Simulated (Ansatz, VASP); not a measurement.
## SrAl6ZnSi19O49 (glassy 79SiO2-12Al2O3-4SrO-4ZnO (mol %)) in two plane-wave programs

Aim: how closely do two programs agree when they are given the same cell, functional and k mesh? Of the first pair: The structure shown is the start of the Ansatz relaxation below; VASP solves that cell, so the two are compared at the walk's first step.

Program: Ansatz 0.2.0. Level of theory: plane waves, with VASP 6.6.1 beside it; single point at PBE. Results are calculated unless marked as measured.

## (1) The starting structure

The cell holds 76 atoms: 19 Si, 6 Al, 1 Sr, 1 Zn and 49 O. Its edges and angles: a = 9.942 Å, b = 9.942 Å, c = 9.942 Å, α = 90.0°, β = 90.0°, γ = 90.0°. As first built, before any earlier steps moved the atoms (in the runner's words): 76 atoms (19 Si, 6 Al, 1 Sr, 1 Zn, 49 O) placed at random at 2.51 g/cm^3, melted at 4000 K for 10 ps at fixed volume with the Morse and Coulomb pair potential with partial charges (Pedone, Malavasi, Menziani, Cormack and Segre, J. Phys. Chem. B 110, 11780 (2006)). Quenched from 4000 K to 300 K at 10 K/ps and fixed volume, held 10 ps at zero pressure.

## (2) Ansatz: relaxation, PBE

Ansatz runs on its default PAW (the set named soft_2) files.

The two programs are compared at the cell with which this relaxation starts, whose forces are those of its first step.

input.yaml reads:

```yaml
crystal:
  lattice:
    - [9.94231, 0.0, 0.0]
    - [0.0, 9.94231, 0.0]
    - [0.0, 0.0, 9.94231]
  atoms:
    - { symbol: Si, position: [0.72714, 0.73508, 0.33888] }
    - { symbol: Si, position: [0.02302, 0.93211, 0.9809] }
    - { symbol: Si, position: [0.23998, 0.34856, 0.45269] }
    - { symbol: Si, position: [0.61068, 0.37394, 0.23183] }
    - { symbol: Si, position: [0.76072, 0.2009, 0.69913] }
    - { symbol: Si, position: [0.37387, 0.25304, 0.07664] }
    - { symbol: Si, position: [0.55328, 0.96321, 0.25566] }
    - { symbol: Si, position: [0.84067, 0.99479, 0.21623] }
    - { symbol: Si, position: [0.46473, 0.00724, 0.53969] }
    - { symbol: Si, position: [0.24971, 0.99997, 0.16954] }
    - { symbol: Si, position: [0.54011, 0.7552, 0.83767] }
    - { symbol: Si, position: [0.03257, 0.63294, 0.91971] }
    - { symbol: Si, position: [0.01322, 0.23753, 0.87966] }
    - { symbol: Si, position: [0.53422, 0.07596, 0.84599] }
    - { symbol: Si, position: [0.25973, 0.43252, 0.8636] }
    - { symbol: Si, position: [0.81895, 0.65521, 0.70212] }
    - { symbol: Si, position: [0.2518, 0.62351, 0.33398] }
    - { symbol: Si, position: [0.90083, 0.28653, 0.17541] }
    - { symbol: Si, position: [0.97923, 0.5855, 0.23289] }
    - { symbol: Al, position: [0.6788, 0.47284, 0.52405] }
    - { symbol: Al, position: [0.4763, 0.68303, 0.57453] }
    - { symbol: Al, position: [0.47812, 0.35165, 0.63886] }
    - { symbol: Al, position: [0.49107, 0.66766, 0.14653] }
    - { symbol: Al, position: [0.15535, 0.04678, 0.4604] }
    - { symbol: Al, position: [0.86701, 0.93585, 0.53681] }
    - { symbol: Sr, position: [0.19162, 0.78706, 0.65835] }
    - { symbol: Zn, position: [0.99318, 0.40985, 0.64926] }
    - { symbol: O, position: [0.66276, 0.31864, 0.65276] }
    - { symbol: O, position: [0.15086, 0.21832, 0.4261] }
    - { symbol: O, position: [0.52853, 0.69884, 0.98231] }
    - { symbol: O, position: [0.67598, 0.68106, 0.7727] }
    - { symbol: O, position: [0.93123, 0.5855, 0.80716] }
    - { symbol: O, position: [0.32852, 0.67677, 0.20491] }
    - { symbol: O, position: [0.80615, 0.89813, 0.35458] }
    - { symbol: O, position: [0.02855, 0.97581, 0.53459] }
    - { symbol: O, position: [0.25784, 0.45833, 0.33755] }
    - { symbol: O, position: [0.95964, 0.28692, 0.0183] }
    - { symbol: O, position: [0.48881, 0.28213, 0.17468] }
    - { symbol: O, position: [0.37704, 0.29051, 0.51204] }
    - { symbol: O, position: [0.69357, 0.13284, 0.82897] }
    - { symbol: O, position: [0.00374, 0.60663, 0.07084] }
    - { symbol: O, position: [0.78628, 0.0815, 0.59595] }
    - { symbol: O, position: [0.59842, 0.7971, 0.25516] }
    - { symbol: O, position: [0.68596, 0.01567, 0.17818] }
    - { symbol: O, position: [0.89999, 0.26657, 0.75039] }
    - { symbol: O, position: [0.74718, 0.32727, 0.15438] }
    - { symbol: O, position: [0.41227, 0.96047, 0.18073] }
    - { symbol: O, position: [0.67772, 0.67029, 0.46472] }
    - { symbol: O, position: [0.86194, 0.78974, 0.63409] }
    - { symbol: O, position: [0.8402, 0.65623, 0.26944] }
    - { symbol: O, position: [0.53691, 0.03319, 0.39516] }
    - { symbol: O, position: [0.90782, 0.1368, 0.24948] }
    - { symbol: O, position: [0.44256, 0.15117, 0.94535] }
    - { symbol: O, position: [0.53812, 0.91642, 0.86079] }
    - { symbol: O, position: [0.01663, 0.06965, 0.89368] }
    - { symbol: O, position: [0.25596, 0.15531, 0.12864] }
    - { symbol: O, position: [0.96674, 0.41495, 0.25032] }
    - { symbol: O, position: [0.09832, 0.65719, 0.31326] }
    - { symbol: O, position: [0.57078, 0.52587, 0.18663] }
    - { symbol: O, position: [0.51702, 0.51177, 0.57179] }
    - { symbol: O, position: [0.52066, 0.85657, 0.5736] }
    - { symbol: O, position: [0.31144, 0.3827, 0.01991] }
    - { symbol: O, position: [0.17907, 0.96509, 0.30861] }
    - { symbol: O, position: [0.32793, 0.68154, 0.46518] }
    - { symbol: O, position: [0.65108, 0.37082, 0.38253] }
    - { symbol: O, position: [0.1719, 0.93942, 0.04881] }
    - { symbol: O, position: [0.38305, 0.39368, 0.77582] }
    - { symbol: O, position: [0.92361, 0.93002, 0.09913] }
    - { symbol: O, position: [0.03668, 0.79628, 0.89541] }
    - { symbol: O, position: [0.83049, 0.52293, 0.59675] }
    - { symbol: O, position: [0.49352, 0.09594, 0.6885] }
    - { symbol: O, position: [0.41649, 0.70363, 0.75017] }
    - { symbol: O, position: [0.15343, 0.43916, 0.56261] }
    - { symbol: O, position: [0.17458, 0.55784, 0.87581] }
    - { symbol: O, position: [0.30737, 0.00566, 0.53796] }
    - { symbol: O, position: [0.13742, 0.32484, 0.83226] }
kpoints:
  mp_grid: { grid: [1, 1, 1] }
hamiltonian:
  xc: pbe
scf:
  occupations: { method: fixed }
output:
  forces: true
relax:
  f_tol: 0.05
  max_steps: 150
  cell: {}
```

Command:

```console
ansatz run input.yaml --threads 4 --pin off --max-ram 8192MiB --backend cpu --events-out ev --progress --plain --runs-dir out
```

Numbers of over 12 decimals in the logs are rounded to 6 here.

Log:

```text
Engine: ansatz 0.2.0, x86_64-unknown-linux-gnu
Pseudopotentials: kind: paw
Pseudopotential: Si, paw, valence charge 4, recommended cutoff 420 eV (normal), Si.paw.azcp
Pseudopotential: Al, paw, valence charge 3, recommended cutoff 420 eV (normal), Al.paw.azcp
Pseudopotential: Sr, paw, valence charge 10, recommended cutoff 420 eV (normal), Sr.paw.azcp
Pseudopotential: Zn, paw, valence charge 12, recommended cutoff 420 eV (normal), Zn.paw.azcp
Pseudopotential: O, paw, valence charge 6, recommended cutoff 420 eV (normal), O.paw.azcp
Functional definition: PBE
  parameter kappa = 0.804
  parameter beta = 0.066725
  exchange = pbe_x(kappa = kappa, mu = beta*pi^2/3)
  correlation = pbe_c(beta = beta)
Crystal: 76 atoms, lattice volume = 982.793 Å³
Basis set: ecut = 420 eV, 19309 PW (Γ), exchange–correlation on 144×144×144 points (8 copies of the dense FFT grid, shifted against one another)
Bands: 281, of which v1, the nominal top of the filled ones, is band 205 counted from 1 (204 counted from 0)
Symmetry: 1 space group operations
Space group: P1 (ITA 1), of the structure as read, at distance tolerance 9.9e-5 Å
k-points: 1
Non-local potential: Si, projectors of the file, l = 0: 2, l = 1: 2, l = 2: 2
Non-local potential: Al, projectors of the file, l = 0: 2, l = 1: 2, l = 2: 1
Non-local potential: Sr, projectors of the file, l = 0: 3, l = 1: 2, l = 2: 2
Non-local potential: Zn, projectors of the file, l = 0: 2, l = 1: 2, l = 2: 3, l = 3: 1
Non-local potential: O, projectors of the file, l = 0: 2, l = 1: 2, l = 2: 1
PAW form: soft (Blöchl's): semilocal exchange-correlation on the pseudo side does not see the compensation charge
PAW one-centre angular grid: Si, 110 points (default); XC on 64 Gauss nodes
PAW one-centre angular grid: Al, 110 points (default); XC on 64 Gauss nodes
PAW one-centre angular grid: Sr, 110 points (default); XC on 64 Gauss nodes
PAW one-centre angular grid: Zn, 590 points (default); XC on 64 Gauss nodes
PAW one-centre angular grid: O, 110 points (default); XC on 64 Gauss nodes
Initial density: superposition of atomic densities (neutral atoms: chi_scale 0, normalization atom), corrected by the library's trained network
Initial wavefunctions: pseudopotential atomic-orbital guess
Functional: x = pbe(κ = 0.804, μ = 0.219515), c = pbe(β = 0.066725)
SCF iter   1: F=—  HF=-50049.971522 eV  |F-HF|=—  |Δ(HF+E_count)|=         —  Δρ=2.36e-3  dr2=8.50e-2  ethr=1.77e-3  ⟨swp⟩=6.0  Hψ=1018  notcnv=0  defer=72
preconditioner: auto → Resta (q_TF=auto, 2.358 Å⁻¹)  ε∞=3.2  [insulator: Δε(μ)=3.556 eV  Ē_g=16.231 eV  n_scr=202 (ndim 8)  ℏωp=23.9 eV  f_vac=0.136  ε∞_Penn≈3.2]
SCF iter   2: F=—  HF=-50049.970718 eV  |F-HF|=—  |Δ(HF+E_count)|=   8.04e-4  Δρ=1.24e-3  dr2=2.01e-2  ethr=2.07e-5  ⟨swp⟩=4.0  Hψ=446  notcnv=0  defer=74
SCF iter   3: F=—  HF=-50049.971404 eV  |F-HF|=—  |Δ(HF+E_count)|=   6.86e-4  Δρ=5.58e-4  dr2=4.93e-3  ethr=4.91e-6  ⟨swp⟩=4.0  Hψ=373  notcnv=0  defer=59
automatic band count: iteration 3 solves 266 bands in place of 281: the levels show a gap, and the empty bands left out lie too high to hold charge; the band table lists the bands solved (type scf.n_extra_bands for more)
SCF iter   4: F=—  HF=-50049.970771 eV  |F-HF|=—  |Δ(HF+E_count)|=   6.33e-4  Δρ=1.95e-4  dr2=4.06e-4  ethr=1.20e-6  ⟨swp⟩=3.0  Hψ=371  notcnv=0  defer=59
SCF iter   5: F=—  HF=-50049.970791 eV  |F-HF|=—  |Δ(HF+E_count)|=   2.01e-5  Δρ=1.22e-4  dr2=1.27e-4  ethr=9.91e-8  ⟨swp⟩=2.0  Hψ=371  notcnv=0  defer=59
SCF iter   6: F=—  HF=-50049.970798 eV  |F-HF|=—  |Δ(HF+E_count)|=   6.78e-6  Δρ=3.37e-5  dr2=9.87e-6  ethr=3.10e-8  ⟨swp⟩=2.0  Hψ=387  notcnv=0  defer=59
SCF iter   7: F=—  HF=-50049.971937 eV  |F-HF|=—  |Δ(HF+E_count)|=   1.14e-3  Δρ=1.36e-5  dr2=1.62e-6  ethr=2.41e-9  ⟨swp⟩=2.0  Hψ=470  notcnv=0  defer=59
SCF iter   8: F=—  HF=-50049.971938 eV  |F-HF|=—  |Δ(HF+E_count)|=   1.01e-6  Δρ=7.48e-6  dr2=4.72e-7  ethr=3.96e-10  ⟨swp⟩=2.0  Hψ=402  notcnv=0  defer=59
SCF iter   9: F=-50049.971938 eV  HF=-50049.971938 eV  |F-HF|=1.13e-8  |Δ(HF+E_count)|=   6.33e-8  Δρ=1.70e-6  dr2=2.56e-8  ethr=2.44e-11  ⟨swp⟩=2.0  Hψ=858  notcnv=0
SCF 1 converged in 9 iterations: F = -50049.971938 eV  dr2 = 2.56e-8
  greatest PAW one-centre occupation: 0.991 electrons in one spin orbital (limit 2), on the Zn atom at site 26 (counted from 0), in its partial waves of l = 2
relax step   1: F+E_penalty+E_count = -50049.97193776 eV  Δ(F+E_penalty+E_count) = +0.000e0 eV  max|allowed force component| = 5.801e0 eV/Å  Δτ_max = 0.0000 Å  P = +8.170 GPa  Ω = 982.793 Å³  (9 SCF iters, dr2 threshold 1.00e-7 eV, accepted)
Crystal: 76 atoms, lattice volume = 1001.599 Å³
Basis set: ecut = 420 eV, 19611 PW (Γ), exchange–correlation on 144×144×144 points (8 copies of the dense FFT grid, shifted against one another)
Initial density: handed on by an earlier stage of this run
Initial wavefunctions: those handed on with the density
[...]
atom  41  O     -0.01158834     0.01443961    -0.02633428
  atom  42  O     -0.00860342     0.00391185    -0.00235224
  atom  43  O      0.00318464     0.01367557     0.00679279
  atom  44  O     -0.01232087    -0.00346183     0.00171659
  atom  45  O     -0.00725600    -0.00586444     0.00074315
  atom  46  O     -0.01660730    -0.00385120     0.00065373
  atom  47  O      0.00487257     0.00071427     0.00104170
  atom  48  O      0.00106082    -0.00204634     0.01045482
  atom  49  O     -0.00165618     0.00541982    -0.01590172
  atom  50  O     -0.00280943    -0.00720055    -0.00909995
  atom  51  O     -0.00026868     0.00025470     0.01643214
  atom  52  O      0.00327235     0.00944837     0.00315073
  atom  53  O      0.00002769     0.01357327     0.00223546
  atom  54  O     -0.01200086    -0.00042263    -0.00062672
  atom  55  O      0.00054983    -0.01671360    -0.00277685
  atom  56  O      0.00697835    -0.00290723    -0.01203046
  atom  57  O      0.00032213    -0.00864343     0.01810805
  atom  58  O      0.00449962     0.00513847    -0.00025879
  atom  59  O     -0.00435623     0.00824471     0.00301661
  atom  60  O      0.00509937    -0.00391741    -0.00390516
  atom  61  O     -0.00819490    -0.00394809     0.00592711
  atom  62  O     -0.00047434     0.00333387     0.00817778
  atom  63  O      0.00329030     0.01028400    -0.00720695
  atom  64  O     -0.00202491    -0.00101439    -0.00299894
[...]
atom  69  O     -0.00451692     0.01601005    -0.00918392
  atom  70  O     -0.01472404    -0.00228835    -0.01886663
  atom  71  O      0.00061994     0.00144094     0.01340365
  atom  72  O      0.00309137     0.00160071     0.00321838
  atom  73  O      0.00566099    -0.00639486     0.00057625
  atom  74  O      0.01912318     0.01061686    -0.00547415
  atom  75  O      0.00790828     0.01897071    -0.00594719
  atom  76  O      0.00051373     0.01139393    -0.00602996
  max |Σ_I F_I| component: 1.32e-5 eV/Å
--- Stress (GPa, compression-positive) ---
        0.016159      -0.011452       0.002310
       -0.011456      -0.002339       0.012593
        0.002314       0.012592       0.021867
  P = ⅓ Tr σ = 0.0119 GPa (0.119 kbar)
--- Relaxed structure (16 steps of the walk, 14 accepted, 2 SCFs on fresh bases) ---
  F+E_penalty+E_count = -50057.67087421 eV   max|allowed force component| = 3.626e-2 eV/Å   (the final SCF, on the basis selected at the relaxed cell)
  cell:  # Å, volume = 1005.1978 Å³
    - [10.027756, 0.190827, 0.00167462]
    - [0.190827, 9.832888, -0.257398]
    - [0.00167462, -0.257398, 10.205026]
  atoms:
    - { symbol: Si, position: [0.744699, 0.746650, 0.309993] }
    - { symbol: Si, position: [0.039893, 0.937078, 0.989919] }
    - { symbol: Si, position: [0.222324, 0.359674, 0.485043] }
    - { symbol: Si, position: [0.621409, 0.382551, 0.220297] }
    - { symbol: Si, position: [0.748788, 0.188326, 0.706080] }
    - { symbol: Si, position: [0.384387, 0.257416, 0.064345] }
    - { symbol: Si, position: [0.547405, 0.973316, 0.263289] }
    - { symbol: Si, position: [0.834970, 1.013163, 0.222131] }
    - { symbol: Si, position: [0.458647, -0.013467, 0.549452] }
    - { symbol: Si, position: [0.259782, 1.023028, 0.174799] }
    - { symbol: Si, position: [0.525883, 0.750059, 0.846456] }
    - { symbol: Si, position: [0.042097, 0.628434, 0.920040] }
    - { symbol: Si, position: [0.012103, 0.219246, 0.875581] }
    - { symbol: Si, position: [0.540853, 0.070145, 0.837751] }
    - { symbol: Si, position: [0.259996, 0.412778, 0.858830] }
    - { symbol: Si, position: [0.813523, 0.646756, 0.717442] }
    - { symbol: Si, position: [0.246399, 0.607785, 0.341937] }
    - { symbol: Si, position: [0.893821, 0.296741, 0.162210] }
    - { symbol: Si, position: [0.983862, 0.582575, 0.214538] }
    - { symbol: Al, position: [0.694056, 0.496193, 0.489363] }
    - { symbol: Al, position: [0.451172, 0.687603, 0.574948] }
    - { symbol: Al, position: [0.484254, 0.367164, 0.629108] }
    - { symbol: Al, position: [0.482776, 0.668620, 0.149751] }
    - { symbol: Al, position: [0.158125, 0.052987, 0.470398] }
    - { symbol: Al, position: [0.873515, 0.921128, 0.549380] }
    - { symbol: Sr, position: [0.155707, 0.770508, 0.656062] }
    - { symbol: Zn, position: [0.986203, 0.384481, 0.628699] }
    - { symbol: O, position: [0.652948, 0.306431, 0.648435] }
    - { symbol: O, position: [0.118813, 0.231547, 0.482768] }
    - { symbol: O, position: [0.496081, 0.690648, 0.985668] }
    - { symbol: O, position: [0.666081, 0.680574, 0.779150] }
    - { symbol: O, position: [0.912166, 0.586796, 0.834029] }
    - { symbol: O, position: [0.328026, 0.664514, 0.221895] }
    - { symbol: O, position: [0.823223, 0.900598, 0.350844] }
    - { symbol: O, position: [0.039349, 0.950486, 0.536413] }
    - { symbol: O, position: [0.246381, 0.441341, 0.348066] }
    - { symbol: O, position: [0.974275, 0.273907, 0.023189] }
    - { symbol: O, position: [0.495183, 0.289395, 0.176300] }
    - { symbol: O, position: [0.368969, 0.297586, 0.520870] }
    - { symbol: O, position: [0.690355, 0.134217, 0.843497] }
    - { symbol: O, position: [0.044379, 0.581921, 0.067434] }
    - { symbol: O, position: [0.782265, 0.065614, 0.599736] }
    - { symbol: O, position: [0.596915, 0.803339, 0.250408] }
    - { symbol: O, position: [0.675928, 0.038535, 0.193094] }
    - { symbol: O, position: [0.900892, 0.255372, 0.755764] }
    - { symbol: O, position: [0.741992, 0.328575, 0.118528] }
    - { symbol: O, position: [0.416423, 0.963682, 0.172570] }
    - { symbol: O, position: [0.729720, 0.659806, 0.433137] }
    - { symbol: O, position: [0.877144, 0.776884, 0.649424] }
    - { symbol: O, position: [0.845021, 0.675119, 0.201342] }
    - { symbol: O, position: [0.517117, 0.042106, 0.407902] }
[...]
- { symbol: O, position: [0.045135, 0.793264, 0.901786] }
    - { symbol: O, position: [0.821976, 0.510014, 0.613455] }
    - { symbol: O, position: [0.495402, 0.081277, 0.683077] }
    - { symbol: O, position: [0.403486, 0.725107, 0.741790] }
    - { symbol: O, position: [0.142137, 0.472262, 0.586426] }
    - { symbol: O, position: [0.177202, 0.561611, 0.851509] }
    - { symbol: O, position: [0.297693, -0.016991, 0.554031] }
    - { symbol: O, position: [0.145220, 0.293466, 0.827691] }
```

[end of part 1 of 3]

[Lines on the potential files, build, host, timing and source positions are cut from VASP's logs without a mark.]

[Logs are printed without paths, hosts, clocks, repeated set-up lines and the standing remarks that a program may print on its own settings, such as how far it seeks lower states.]

[Hosts, paths, dates, database ids (printed as entryN), source tags and the programs' standing remarks are cut or masked in the printed files.]
